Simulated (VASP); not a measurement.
Write the native input for VASP 6.6.1 that does the following.

| Item | Value |
| --- | --- |
| Task | single point |
| Functional | PBEsol |
| Potentials or basis | VASP PAW PBE potentials, release 64 (Tb_3, Pr_3, Mn_sv), 4f in core |
| Cutoff | 600 eV |
| k mesh | 6 × 6 × 6 |
| Occupations | gaussian, width 0.1 eV |
| Spin | collinear spin, ferromagnetic start |
| Starting moments | [6.0, 2.0, 4.0, 4.0, 4.0, 4.0] μB |
| Further INCAR settings | ALGO = Normal; EDIFF = 1e-06; NBANDS = 53 |

The structure of TbPrMn4 lies in POSCAR:

```
TbPrMn4
1.0
    0.0000000000      3.7000560000      3.7000560000
    3.7000560000      0.0000000000      3.7000560000
    3.7000560000      3.7000560000      0.0000000000
Tb Pr Mn
1 1 4
Direct
    0.0000000000      0.0000000000      0.0000000000
    0.2500000000      0.2500000000      0.2500000000
    0.1206520100      0.6264493300      0.6264493300
    0.6264493300      0.6264493300      0.6264493300
    0.6264493300      0.6264493300      0.1206520100
    0.6264493300      0.1206520100      0.6264493300
```

The cell comes from a database or a generator and needn't be the stable form of this composition.

The input as run:

INCAR

```
SYSTEM = TbPrMn4
  PREC = Accurate
  ENCUT = 600
  EDIFF = 1E-6
  ISMEAR = 0
  SIGMA = 0.1
  LREAL = .False.
  LASPH = .True.
  NELM = 150
  ALGO = Normal
  ISIF = 2
  LWAVE = .False.
  LCHARG = .False.
  ISPIN = 2
  MAGMOM = 6 2 4 4 4 4
  LORBIT = 11
  LMAXMIX = 6
  GGA = PS
  NBANDS = 53
```

KPOINTS

```
Automatic mesh
0
Gamma
  6 6 6
  0 0 0
```

Potentials or basis: VASP PAW PBE potentials, release 64 (Tb_3, Pr_3, Mn_sv), 4f in core.

The run is started by

```console
$ cat potpaw_PBE.64/Tb_3/POTCAR potpaw_PBE.64/Pr_3/POTCAR potpaw_PBE.64/Mn_sv/POTCAR > POTCAR
$ mpirun -np 1 vasp_std > vasp.out
```

It gave:

| Property | Result |
| --- | --- |
| Pressure | -7.8 GPa |
| Largest force | 0.031 eV/Å |
| Band gap on the k mesh | none (metal or under the smearing width) |
| Net moment | 6.87 μB per cell |
| Site moments | Tb -0.31; Pr -0.21; Mn +1.75 μB |
| Valence electrons inside the program's atomic spheres | Tb 8.35; Pr 9.06; Mn 12.94 |

Caveat: the magnetic or orbital state may not be the lowest; the PAW data sets were made with another functional, which shifts forces and pressure a little; spin-orbit coupling is left out, which moves the levels of the heavy elements; the 4f electrons are frozen in the core as for a trivalent ion, so they carry no moment and show no levels.

Wall time 3.8 min on 1 thread of AMD EPYC 9R45 96-Core Processor (Zen 5) (shared host), peak memory 0.38 GiB.
